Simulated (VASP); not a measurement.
Given:

```xyz
2
Lattice="0.0000 2.9426 2.9426 2.9426 0.0000 2.9426 2.9426 2.9426 0.0000" Properties=species:S:1:pos:R:3 pbc="T T T"
Cd     0.0000     0.0000     0.0000
S      1.4713     1.4713     1.4713
```

Calculation: LDA (Ceperley-Alder, Perdew-Zunger), VASP's LDA PAW potentials (set 64) (plane waves; VASP). Settings: 520 eV cut-off, 8×8×8 Γ-centred mesh, Gaussian smearing of 0.050 eV, potentials Cd S.

Q: Give the stress tensor in GPa (positive for a compressed cell).

A: 
```
-3.45   0.00   0.00
 0.00  -3.45   0.00
 0.00   0.00  -3.45
```
The pressure is its mean diagonal, -3.45 GPa.

The compound is CdS in the zinc blende structure, a metastable form; wurtzite is the usual one. This cell is one point of a volume scan, at 1.06 of the reference volume.
